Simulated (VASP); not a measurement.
The system is In2WSe3.

```
In W Se
1.0
     0.00000    4.33511    6.05001
     2.90731    0.00000    6.05001
     2.90731    4.33511    0.00000
In W Se
2 1 3
Direct
  0.25000 0.25000 0.25000
  0.75000 0.75000 0.75000
  0.50000 0.50000 0.50000
  0.00000 0.00000 0.50000
  0.50000 0.50000 0.00000
  0.00000 0.00000 0.00000
```

The cell was built by a generator and needn't be a form met in nature.

| Quantity | Value |
| --- | --- |
| Program | VASP 6.6.1 |
| Task | relaxation of cell and atoms |
| Functional | PBE |
| Potentials or basis | VASP PAW PBE potentials, release 64 (In_d, W_sv, Se) |
| Cutoff | 520 eV |
| k mesh | 3 × 3 × 3 |
| Occupations | gaussian, width 0.15 eV |
| Spin | no spin polarisation |

At the start: pressure 5.6 GPa; volume 25.42 Å³/atom.

Problem. How do energy, volume and symmetry change on relaxing?

Solution. Over 10 steps the energy falls by 203.5 meV/atom and the volume is 27.53 Å³/atom (+8.3 %); space group I4/mmm (No. 139, to 0.05 Å).

Step by step:
```
step  energy change (eV)  largest force (eV/Å)  pressure (GPa)  volume (Å³)
   1              0.0000                0.0000            5.64       152.50
   2             -0.2642                0.0000           -2.08       172.95
   3             -0.3091                0.0000           -0.34       166.76
   4             -0.3877                0.0000           -0.55       166.97
   5             -0.7789                0.0000           -1.23       166.97
   6             -1.2194                0.0000            0.35       164.04
   7             -1.2194                0.0000            0.46       163.86
   8             -1.2183                0.0000            0.55       163.69
   9             -1.1850                0.0000           -1.77       169.98
  10             -1.2213                0.0000            0.02       165.19
```

Final structure:
```
In W Se
1.0
     0.00000    3.60702    6.32242
     3.62185    0.00000    6.32242
     3.62185    3.60702    0.00000
In W Se
2 1 3
Direct
  0.25000 0.25000 0.25000
  0.75000 0.75000 0.75000
  0.50000 0.50000 0.50000
  0.00000 0.00000 0.50000
  0.50000 0.50000 0.00000
  0.00000 0.00000 0.00000
```

Caveat: the k mesh is coarse (spacing up to 0.47 Å⁻¹), so the values aren't converged.
